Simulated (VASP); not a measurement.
Calculation: RPBE GGA, VASP's PBE PAW potentials (set 64) (plane waves; VASP).

A VASP calculation is set up with these files.

### POSCAR
```
CsSnI3
1
    6.3895347542     0.0000000000     0.0000000000
    0.0000000000     6.3895347542     0.0000000000
    0.0000000000     0.0000000000     6.3895347542
Cs Sn I
1 1 3
Direct
  0.0000000000   0.0000000000   0.0000000000
  0.5000000000   0.5000000000   0.5000000000
  0.5000000000   0.0000000000   0.5000000000
  0.0000000000   0.5000000000   0.5000000000
  0.5000000000   0.5000000000   0.0000000000
```

**INCAR**
```
! general
SYSTEM  = CsSnI3
PREC    = Accurate
ENCUT   = 520
LREAL   = .FALSE.   ! projection in real space or not
LASPH   = .TRUE.

! electronic loop
EDIFF   = 1E-7   ! SCF stop (eV)
NELM    = 100   ! most electronic steps
ALGO    = Normal   ! blocked Davidson
LMAXMIX = 4

! smearing
ISMEAR  = -5

! functional
GGA     = RP   ! RPBE

! ions
ISIF    = 2   ! forces and stress, cell fixed

! output
LWAVE   = .FALSE.
LCHARG  = .TRUE.
LORBIT  = 11
NEDOS   = 601

! other
LEFG    = .TRUE.
```

File KPOINTS:
```
Regular mesh
0
Gamma
  4 4 4
```

POTCAR, in this order: Cs_sv Sn_d I (PBE.64 set). Program: vasp_std.

The run wrote:

File OSZICAR:
```
       N       E                     dE             d eps       ncg     rms          rms(c)
DAV:   1     0.354459483214E+03    0.35446E+03   -0.18111E+04   520   0.150E+03
DAV:   2     0.282671246058E+02   -0.32619E+03   -0.31973E+03   636   0.300E+02
DAV:   3    -0.116458041674E+02   -0.39913E+02   -0.39720E+02   592   0.119E+02
DAV:   4    -0.132558546829E+02   -0.16101E+01   -0.16065E+01   672   0.283E+01
DAV:   5    -0.133033479020E+02   -0.47493E-01   -0.47486E-01   780   0.443E+00    0.387E+00
DAV:   6    -0.129440210287E+02    0.35933E+00   -0.62013E-01   638   0.408E+00    0.266E+00
DAV:   7    -0.129177760631E+02    0.26245E-01   -0.42727E-01   588   0.275E+00    0.118E+00
DAV:   8    -0.129318804098E+02   -0.14104E-01   -0.61734E-02   556   0.180E+00    0.329E-01
DAV:   9    -0.129321622933E+02   -0.28188E-03   -0.43829E-03   636   0.506E-01    0.169E-01
DAV:  10    -0.129327924906E+02   -0.63020E-03   -0.18363E-03   602   0.290E-01    0.851E-02
DAV:  11    -0.129329833413E+02   -0.19085E-03   -0.78505E-04   540   0.207E-01    0.209E-02
DAV:  12    -0.129329942510E+02   -0.10910E-04   -0.79643E-05   640   0.674E-02    0.272E-02
DAV:  13    -0.129329942163E+02    0.34694E-07   -0.57748E-06   612   0.165E-02    0.105E-02
DAV:  14    -0.129329937652E+02    0.45114E-06   -0.17315E-06   648   0.989E-03    0.366E-03
DAV:  15    -0.129329937719E+02   -0.67112E-08   -0.62202E-07   592   0.637E-03
   1 F= -.12932994E+02 E0= -.12932994E+02  d E =0.000000E+00
```

**OUTCAR**
```
------------------------ aborting loop because EDIFF is reached ----------------------------------------
  FORCE on cell =-STRESS in cart. coord.  units (eV):
  Direction    XX          YY          ZZ          XY          YZ          ZX
  --------------------------------------------------------------------------------------
  Total        0.5866412      0.5866412      0.5866412      0.0000000      0.0000000      0.0000000
  in kB        3.6030924      3.6030924      3.6030924      0.0000000      0.0000000      0.0000000
  external PRESSURE =       3.6030924 kB  Pullay stress =       0.0000000 kB
  volume of cell :      260.86
      direct lattice vectors                 reciprocal lattice vectors
     6.389534754  0.000000000  0.000000000     0.156505918  0.000000000  0.000000000
     0.000000000  6.389534754  0.000000000     0.000000000  0.156505918  0.000000000
     0.000000000  0.000000000  6.389534754     0.000000000  0.000000000  0.156505918
 POSITION                                       TOTAL-FORCE (eV/Angst)
 -----------------------------------------------------------------------------------
      0.00000      0.00000      0.00000         0.000000      0.000000      0.000000
      3.19477      3.19477      3.19477         0.000000      0.000000      0.000000
      3.19477      0.00000      3.19477         0.000000      0.000000      0.000000
      0.00000      3.19477      3.19477         0.000000      0.000000      0.000000
      3.19477      3.19477      0.00000         0.000000      0.000000      0.000000
 -----------------------------------------------------------------------------------
    total drift:                                0.000000     -0.000000     -0.000000
  FREE ENERGIE OF THE ION-ELECTRON SYSTEM (eV)
  ---------------------------------------------------
  free  energy   TOTEN  =       -12.9329937719 eV

  energy  without entropy=      -12.9329937719  energy(sigma->0) =      -12.93299377

 total charge

# of ion       s       p       d       tot
------------------------------------------
    1        1.831   4.735   0.008   6.575
    2        1.428   0.559   9.977  11.964
    3        1.505   2.804   0.008   4.317
    4        1.505   2.804   0.008   4.317
    5        1.505   2.804   0.008   4.317
--------------------------------------------------
tot          7.774  13.706  10.009  31.489

 Electric field gradients after diagonalization (V/A^2)
 (convention: |V_zz| > |V_xx| > |V_yy|)
----------------------------------------------------------------------
 ion       V_xx      V_yy      V_zz     asymmetry (V_yy - V_xx)/ V_zz
----------------------------------------------------------------------
   1      -0.000     0.000     0.000       0.159
   2      -0.000     0.000    -0.000      -0.435
   3    -195.565  -195.565   391.129       0.000
   4    -195.565  -195.565   391.129       0.000
   5    -195.565  -195.565   391.129       0.000
```
(Selected blocks of OUTCAR.)

The compound is CsSnI3 in the cubic perovskite structure, the ideal cubic form; the compound distorts at low or room temperature. It was relaxed first, which changed the volume by +8 %.
